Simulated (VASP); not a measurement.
OSZICAR of a VASP run on Ga$_{35}$GeN$_{35}$:

**OSZICAR**
```
       N       E                     dE             d eps       ncg     rms          rms(c)
DAV:   1    -0.509549636964E+03   -0.50955E+03   -0.22202E+01   720   0.124E+01    0.935E+00
DAV:   2    -0.509718000759E+03   -0.16836E+00   -0.74866E-01   824   0.147E+00    0.639E+00
DAV:   3    -0.509670760407E+03    0.47240E-01   -0.23394E-02   816   0.373E-01    0.371E+00
DAV:   4    -0.509650596039E+03    0.20164E-01   -0.15727E-02   816   0.229E-01    0.210E+00
DAV:   5    -0.509644539175E+03    0.60569E-02   -0.40112E-03   832   0.118E-01    0.116E+00
DAV:   6    -0.509642328340E+03    0.22108E-02   -0.92294E-04   832   0.702E-02    0.647E-01
DAV:   7    -0.509641587027E+03    0.74131E-03   -0.37238E-04   820   0.476E-02    0.358E-01
DAV:   8    -0.509641350265E+03    0.23676E-03   -0.11339E-04   824   0.261E-02    0.198E-01
DAV:   9    -0.509641276203E+03    0.74062E-04   -0.38393E-05   680   0.142E-02    0.109E-01
DAV:  10    -0.509641255823E+03    0.20381E-04   -0.13960E-05   432   0.874E-03    0.598E-02
DAV:  11    -0.509641251788E+03    0.40344E-05   -0.62588E-06   432   0.495E-03
   1 F= -.50964125E+03 E0= -.50964125E+03  d E =-.332903E-11  mag=     3.0000
```

Question: Which electronic solver shows in the log?

Answer: It is blocked Davidson (ALGO = Normal, or the opening steps of other solvers). The INCAR had ALGO = Normal.

Question: How was spin treated?

Answer: Collinear spin (ISPIN = 2): the summary line carries one mag value, 3.00 μB in the cell.

Question: Can the final energy be trusted as converged?

Answer: Self-consistency was reached. It stopped with EDIFF = 1E-5, NELM = 50 (HSE06 screened hybrid, plane waves, VASP's PBE PAW potentials (set 64)).  The cell is charged, with a uniform compensating background. The supercell is sampled at Γ alone, which is coarse: total energies, pressure and levels can be off, energies of defects by several tenths of an eV.

The cell is a supercell with a defect, built from GaN (wurtzite): Ge_Ga-vac_N, charge -1. The cell's shape comes from a PBE relaxation. The total moment is imposed (NUPDOWN), so this need not be the lowest spin state.
